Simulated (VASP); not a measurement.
# A VASP study of ZnAu (r2SCAN + rVV10): structure first, properties next, part 4 of 5

Aim: relax ZnAu, then compute properties on the relaxed cell. Left out of this account: 1 further run (relaxation: it shows nothing beyond the runs told). The start is a cell from a database of measured crystal structures.

VASP 6.6.1; r2SCAN with rVV10; plane waves and PAW (Zn, Au).

Still holding for the runs below: This run has no spin polarisation. Its electron count is odd, so without a moment it is a metal by construction.

So far. Step 5 (Band structure (r2SCAN + rVV10)): There is no gap at this level. Step 6 (Total and projected DOS (r2SCAN + rVV10)): The finer mesh and the other smearing move the Fermi level by -0.22 eV from the 7×7×7 run, one measure of the sampling error in the zero of the bands above. Of the states within 0.3 eV of the Fermi level, the largest shares in the PAW spheres are Au d 24 %, Zn p 12 % and Au s 9 %. The relaxed cell has a = 3.134 Å (conventional setting).

## Step 7: Vibrations at Γ (r2SCAN + rVV10)

Zone-centre modes test whether the atoms sit at a minimum within this cell. IBRION = 6 takes the force constants from differences of forces between displaced cells, so the forces must be tight.

File INCAR:

```
SYSTEM = ZnAu
PREC = Accurate
ENCUT = 400
EDIFF = 1E-08
NELM = 100
ISMEAR = 1
SIGMA = 0.2
LREAL = .FALSE.
ALGO = Normal
METAGGA = R2SCAN
LUSE_VDW = .TRUE.
IVDW_NL = 2
BPARAM = 11.95
CPARAM = 0.0093
LASPH = .TRUE.
NBANDS = 17
LORBIT = 11
LWAVE = .FALSE.
LCHARG = .FALSE.
KPAR = 2
IBRION = 6
NFREE = 2
POTIM = 0.015
ISIF = 2
NSW = 1
```

File POSCAR:

```
ZnAu
1.0
    3.1344275545      0.0000000000      0.0000000000
    0.0000000000      3.1344275545      0.0000000000
    0.0000000000      0.0000000000      3.1344275545
Zn Au
1 1
Direct
    0.5000000000      0.5000000000      0.5000000000
    0.0000000000      0.0000000000      0.0000000000
```

File KPOINTS:

```
Automatic mesh
0
Gamma
12 12 12
0 0 0
```

PAW data sets: Zn and Au (PBE family, release 64).

The run is started by

```sh
> mpirun -np 2 vasp_std
```

Output:

```text
[... set-up lines as in an earlier step ...]
 entering main loop
       N       E                     dE             d eps       ncg     rms          rms(c)
Total rVV10 correction in eV:      0.5659139    25.5540344
Total rVV10 correction in eV:      0.5659139    25.5540344
DAV:   1     0.451739158062E+02    0.45174E+02   -0.10169E+04  3064   0.151E+03
DAV:   2    -0.613261658681E+02   -0.10650E+03   -0.10230E+03  2938   0.279E+02
DAV:   3    -0.649632306913E+02   -0.36371E+01   -0.36183E+01  3286   0.601E+01
DAV:   4    -0.649913450578E+02   -0.28114E-01   -0.28108E-01  3269   0.448E+00
DAV:   5    -0.649916918290E+02   -0.34677E-03   -0.34677E-03  3227   0.526E-01    0.940E+00
Total rVV10 correction in eV:      0.5430194    25.5540432
Total rVV10 correction in eV:      0.5430194    25.5540432
DAV:   6    -0.593952787228E+02    0.55964E+01   -0.47578E+00  3013   0.252E+01    0.662E+00
Total rVV10 correction in eV:      0.5433379    25.5540433
Total rVV10 correction in eV:      0.5433379    25.5540433
DAV:   7    -0.593840751153E+02    0.11204E-01   -0.15593E-01  2983   0.481E+00    0.390E+00
Total rVV10 correction in eV:      0.5391516    25.5540433
Total rVV10 correction in eV:      0.5391516    25.5540433
DAV:   8    -0.593951106357E+02   -0.11036E-01   -0.44736E-02  2934   0.224E+00    0.338E-01
Total rVV10 correction in eV:      0.5379518    25.5540433
Total rVV10 correction in eV:      0.5379518    25.5540433
DAV:   9    -0.593932511668E+02    0.18595E-02   -0.77574E-03  3090   0.104E+00    0.831E-02
Total rVV10 correction in eV:      0.5374747    25.5540433
Total rVV10 correction in eV:      0.5374747    25.5540433
DAV:  10    -0.593935758770E+02   -0.32471E-03   -0.88304E-04  2960   0.341E-01    0.455E-02
Total rVV10 correction in eV:      0.5373975    25.5540433
Total rVV10 correction in eV:      0.5373975    25.5540433
DAV:  11    -0.593935974907E+02   -0.21614E-04   -0.82563E-05  3245   0.110E-01    0.275E-02
Total rVV10 correction in eV:      0.5374517    25.5540433
Total rVV10 correction in eV:      0.5374517    25.5540433
DAV:  12    -0.593935728756E+02    0.24615E-04   -0.23339E-05  3283   0.529E-02    0.527E-03
Total rVV10 correction in eV:      0.5374517    25.5540433
Total rVV10 correction in eV:      0.5374517    25.5540433
DAV:  13    -0.593935697230E+02    0.31526E-05   -0.18947E-06  3105   0.134E-02    0.161E-03
Total rVV10 correction in eV:      0.5374558    25.5540433
Total rVV10 correction in eV:      0.5374558    25.5540433
DAV:  14    -0.593935690030E+02    0.72002E-06   -0.10465E-07  3336   0.350E-03    0.454E-04
Total rVV10 correction in eV:      0.5374556    25.5540433
Total rVV10 correction in eV:      0.5374556    25.5540433
DAV:  15    -0.593935693924E+02   -0.38939E-06   -0.32212E-09  1615   0.716E-04    0.227E-04
Total rVV10 correction in eV:      0.5374555    25.5540433
Total rVV10 correction in eV:      0.5374555    25.5540433
DAV:  16    -0.593935693389E+02    0.53449E-07   -0.12150E-09  1479   0.481E-04    0.369E-05
Total rVV10 correction in eV:      0.5374555    25.5540433
Total rVV10 correction in eV:      0.5374555    25.5540433
DAV:  17    -0.593935693288E+02    0.10087E-07   -0.13223E-10  1478   0.246E-04    0.346E-05
Total rVV10 correction in eV:      0.5374555    25.5540433
Total rVV10 correction in eV:      0.5374555    25.5540433
DAV:  18    -0.593935693405E+02   -0.11618E-07   -0.29517E-11  1472   0.772E-05    0.931E-06
Total rVV10 correction in eV:      0.5374555    25.5540433
Total rVV10 correction in eV:      0.5374555    25.5540433
DAV:  19    -0.593935693410E+02   -0.54069E-09   -0.96063E-12  1468   0.551E-05
Total rVV10 correction in eV:      0.5374555    25.5540433
Total rVV10 correction in eV:      0.5374555    25.5540433
Total rVV10 correction in eV:      0.5374555    25.5540433
Total rVV10 correction in eV:      0.5374555    25.5540433
   1 F= -.59393569E+02 E0= -.59393930E+02  d E =0.108151E-02
 Found     2 degrees of freedom:
 Finite differences POTIM= 0.01500 DOF=   2
 bond charge predicted
       N       E                     dE             d eps       ncg     rms          rms(c)
Total rVV10 correction in eV:      0.5374633    25.5540433
Total rVV10 correction in eV:      0.5374633    25.5540433
DAV:   1    -0.593912853574E+02    0.22840E-02   -0.11323E+00  7079   0.762E+00    0.470E-02
Total rVV10 correction in eV:      0.5374677    25.5540406
Total rVV10 correction in eV:      0.5374677    25.5540406
DAV:   2    -0.593931726622E+02   -0.18873E-02   -0.27861E-03  6948   0.485E-01    0.265E-02
Total rVV10 correction in eV:      0.5374626    25.5540406
Total rVV10 correction in eV:      0.5374626    25.5540406
DAV:   3    -0.593931867453E+02   -0.14083E-04   -0.64851E-05  7174   0.727E-02    0.189E-02
Total rVV10 correction in eV:      0.5374641    25.5540406
Total rVV10 correction in eV:      0.5374641    25.5540406
DAV:   4    -0.593932019050E+02   -0.15160E-04   -0.17652E-05  7125   0.336E-02    0.387E-03
Total rVV10 correction in eV:      0.5374636    25.5540406
Total rVV10 correction in eV:      0.5374636    25.5540406
DAV:   5    -0.593932038815E+02   -0.19765E-05   -0.16034E-06  7452   0.107E-02    0.130E-03
Total rVV10 correction in eV:      0.5374634    25.5540406
Total rVV10 correction in eV:      0.5374634    25.5540406
DAV:   6    -0.593932040668E+02   -0.18531E-06   -0.71114E-08  7312   0.265E-03    0.264E-04
Total rVV10 correction in eV:      0.5374633    25.5540406
Total rVV10 correction in eV:      0.5374633    25.5540406
DAV:   7    -0.593932041259E+02   -0.59081E-07   -0.50570E-09  4577   0.984E-04    0.791E-05
Total rVV10 correction in eV:      0.5374634    25.5540406
Total rVV10 correction in eV:      0.5374634    25.5540406
DAV:   8    -0.593932041028E+02    0.23093E-07   -0.77343E-10  3420   0.389E-04    0.486E-05
Total rVV10 correction in eV:      0.5374633    25.5540406
Total rVV10 correction in eV:      0.5374633    25.5540406
DAV:   9    -0.593932041145E+02   -0.11722E-07   -0.25103E-10  3419   0.306E-04    0.153E-05
Total rVV10 correction in eV:      0.5374633    25.5540406
Total rVV10 correction in eV:      0.5374633    25.5540406
DAV:  10    -0.593932041090E+02    0.55043E-08   -0.86266E-11  3397   0.135E-04
Total rVV10 correction in eV:      0.5374633    25.5540406
Total rVV10 correction in eV:      0.5374633    25.5540406
Total rVV10 correction in eV:      0.5374633    25.5540406
Total rVV10 correction in eV:      0.5374633    25.5540406
   2 F= -.59393204E+02 E0= -.59393565E+02  d E =0.108235E-02
[...]
3 F= -.59393204E+02 E0= -.59393565E+02  d E =0.108235E-02
[...]
4 F= -.59393141E+02 E0= -.59393502E+02  d E =0.108232E-02
 Finite differences progress:
  Degree of freedom:   2/  2
  Displacement:        1/  2
  Total:               3/  4
 bond charge predicted
       N       E                     dE             d eps       ncg     rms          rms(c)
Total rVV10 correction in eV:      0.5374720    25.5540435
Total rVV10 correction in eV:      0.5374720    25.5540435
DAV:   1    -0.593775535062E+02    0.15587E-01   -0.40579E+00  6667   0.104E+01    0.108E-01
Total rVV10 correction in eV:      0.5374615    25.5540435
Total rVV10 correction in eV:      0.5374615    25.5540435
DAV:   2    -0.593935176292E+02   -0.15964E-01   -0.49719E-02  7010   0.179E+00    0.109E-01
Total rVV10 correction in eV:      0.5374585    25.5540435
Total rVV10 correction in eV:      0.5374585    25.5540435
DAV:   3    -0.593933980514E+02    0.11958E-03   -0.97355E-04  7390   0.237E-01    0.935E-02
Total rVV10 correction in eV:      0.5374580    25.5540435
Total rVV10 correction in eV:      0.5374580    25.5540435
DAV:   4    -0.593932120777E+02    0.18597E-03   -0.26287E-03  6850   0.276E-01    0.540E-02
Total rVV10 correction in eV:      0.5374570    25.5540435
Total rVV10 correction in eV:      0.5374570    25.5540435
DAV:   5    -0.593931646552E+02    0.47423E-04   -0.87681E-05  6925   0.662E-02    0.333E-02
Total rVV10 correction in eV:      0.5374587    25.5540435
Total rVV10 correction in eV:      0.5374587    25.5540435
DAV:   6    -0.593931413276E+02    0.23328E-04   -0.72155E-05  6934   0.448E-02    0.574E-03
Total rVV10 correction in eV:      0.5374597    25.5540435
Total rVV10 correction in eV:      0.5374597    25.5540435
DAV:   7    -0.593931410567E+02    0.27087E-06   -0.57565E-06  7467   0.131E-02    0.171E-03
Total rVV10 correction in eV:      0.5374598    25.5540435
Total rVV10 correction in eV:      0.5374598    25.5540435
DAV:   8    -0.593931410172E+02    0.39477E-07   -0.14609E-07  7237   0.279E-03    0.737E-04
Total rVV10 correction in eV:      0.5374599    25.5540435
Total rVV10 correction in eV:      0.5374599    25.5540435
DAV:   9    -0.593931410020E+02    0.15239E-07   -0.34142E-08  6830   0.116E-03    0.657E-05
Total rVV10 correction in eV:      0.5374599    25.5540435
Total rVV10 correction in eV:      0.5374599    25.5540435
DAV:  10    -0.593931410053E+02   -0.33233E-08   -0.48489E-10  3446   0.207E-04
Total rVV10 correction in eV:      0.5374598    25.5540435
Total rVV10 correction in eV:      0.5374598    25.5540435
Total rVV10 correction in eV:      0.5374599    25.5540435
Total rVV10 correction in eV:      0.5374599    25.5540435
   5 F= -.59393141E+02 E0= -.59393502E+02  d E =0.108231E-02
 Finite differences progress:
  Degree of freedom:   2/  2
  Displacement:        2/  2
  Total:               4/  4
```

Elapsed: 4.9 min, on 2 MPI ranks of Intel Xeon Platinum 8375C at 2.90GHz (Ice Lake), shared host; peak memory 0.51 GiB.

OUTCAR, selected parts (step 7):

```text
   k-points           NKPTS =     84   k-points in BZ     NKDIM =     84   number of bands    NBANDS=     17

   NELECT =      23.0000    total number of electrons

 E-fermi :   7.1769

 k-point     1 :       0.0000    0.0000    0.0000
  band No.  band energies     occupation
    ...
      7       1.3273      2.00000
      8       1.3280      2.00000
      9       3.1083      2.00000
     10       3.1083      2.00000
     11       3.1085      2.00000
     12      12.4065      0.00000
     13      12.4065      0.00000
     14      12.4078      0.00000
     15      16.7314      0.00000
     16      19.7138      0.00000
    ...

  Total        0.0690765      0.0711817      0.0711817      0.0000000     -0.0000000      0.0000000
  in kB        3.5939003      3.7034284      3.7034284      0.0000000     -0.0000000      0.0000000
  external PRESSURE =       3.6669191 kB  Pullay stress =       0.0000000 kB

 POSITION                                       TOTAL-FORCE (eV/Angst)
 -----------------------------------------------------------------------------------
      1.56721      1.56721      1.56721        -0.057001     -0.000000      0.000000
     -0.01500      0.00000      0.00000         0.057001      0.000000     -0.000000
 -----------------------------------------------------------------------------------
    total drift:                                0.000488      0.000000      0.000001

  FREE ENERGIE OF THE ION-ELECTRON SYSTEM (eV)
  ---------------------------------------------------
  free  energy   TOTEN  =       -59.3931410053 eV

  energy  without entropy=      -59.3942233198  energy(sigma->0) =      -59.39350178

 Eigenvectors and eigenvalues of the dynamical matrix
 ----------------------------------------------------

   1 f  =    4.210720 THz    26.456733 2PiTHz  140.454496 cm-1    17.414130 meV
             X         Y         Z           dx          dy          dz
      1.567214  1.567214  1.567214    -0.856649    0.000000    0.000000
      0.000000  0.000000  0.000000     0.515900   -0.000000    0.000000

   2 f  =    4.210720 THz    26.456733 2PiTHz  140.454496 cm-1    17.414130 meV
             X         Y         Z           dx          dy          dz
      1.567214  1.567214  1.567214    -0.000000   -0.856649   -0.000000
      0.000000  0.000000  0.000000     0.000000    0.515900    0.000000

   3 f  =    4.210720 THz    26.456733 2PiTHz  140.454496 cm-1    17.414130 meV
             X         Y         Z           dx          dy          dz
      1.567214  1.567214  1.567214     0.000000    0.000000   -0.856649
      0.000000  0.000000  0.000000     0.000000    0.000000    0.515900

   4 f/i=    0.081428 THz     0.511628 2PiTHz    2.716148 cm-1     0.336759 meV
             X         Y         Z           dx          dy          dz
      1.567214  1.567214  1.567214     0.000000    0.000000   -0.515900
      0.000000  0.000000  0.000000     0.000000    0.000000   -0.856649

   5 f/i=    0.081428 THz     0.511628 2PiTHz    2.716148 cm-1     0.336759 meV
             X         Y         Z           dx          dy          dz
      1.567214  1.567214  1.567214     0.515900   -0.000000    0.000000
      0.000000  0.000000  0.000000     0.856649    0.000000    0.000000

   6 f/i=    0.081428 THz     0.511628 2PiTHz    2.716148 cm-1     0.336759 meV
             X         Y         Z           dx          dy          dz
      1.567214  1.567214  1.567214    -0.000000    0.515900    0.000000
      0.000000  0.000000  0.000000     0.000000    0.856649    0.000000

 ELASTIC MODULI CONTR FROM IONIC RELAXATION (kBar)
 Direction    XX          YY          ZZ          XY          YZ          ZX
 --------------------------------------------------------------------------------
 XX           0.0000      0.0000      0.0000      0.0000      0.0000      0.0000
 YY           0.0000      0.0000      0.0000      0.0000      0.0000      0.0000
 ZZ           0.0000      0.0000      0.0000      0.0000      0.0000      0.0000
 XY           0.0000      0.0000      0.0000      0.0000      0.0000      0.0000
 YZ           0.0000      0.0000      0.0000      0.0000      0.0000      0.0000
 ZX           0.0000      0.0000      0.0000      0.0000      0.0000      0.0000
 --------------------------------------------------------------------------------

[... 6 parts as in an earlier step ...]

[... 10 further parts left out ...]
```

The last energy, forces, stress and levels in OUTCAR belong to the last displaced cell, not to the cell of POSCAR.

Numbers from this step:

```yaml
bands: 17
irreducible_k_points: 84
pressure_of_the_cell: 0.3549 GPa
largest_force_of_the_cell: 0 eV/Å
```

The modes at Γ (shares of kinetic energy by element, %):

| mode | frequency (cm⁻¹) | symmetry | Zn % | Au % |
| --- | --- | --- | --- | --- |
| 1 | -2.7 | acoustic | 27 | 73 |
| 2 | -2.7 | acoustic | 27 | 73 |
| 3 | -2.7 | acoustic | 27 | 73 |
| 4 | 140.5 | T1u | 73 | 27 |
| 5 | 140.5 | T1u | 73 | 27 |
| 6 | 140.5 | T1u | 73 | 27 |

Displacements in mode 4 (140.5 cm⁻¹), the largest set to 1:
```
Zn1  0.00  0.00 -1.00
Au2  0.00  0.00  0.35
```

The three acoustic modes lie within 2.7 cm⁻¹ of zero, and all others are real. By the characters of their eigenvectors the optical modes sort into (cm⁻¹) infrared active: T1u 140.

(Continued in part 5 of 5.)

[Lines on the potential files, build, host, timing and source positions are cut from VASP's logs without a mark.]

[Logs are printed without paths, hosts, clocks, repeated set-up lines and the standing remarks that a program may print on its own settings, such as how far it seeks lower states.]

[Hosts, paths, dates, database ids (printed as entryN), source tags and the programs' standing remarks are cut or masked in the printed files.]

[A measured line is paired with the nearest computed mode of its activity, which favours agreement.]
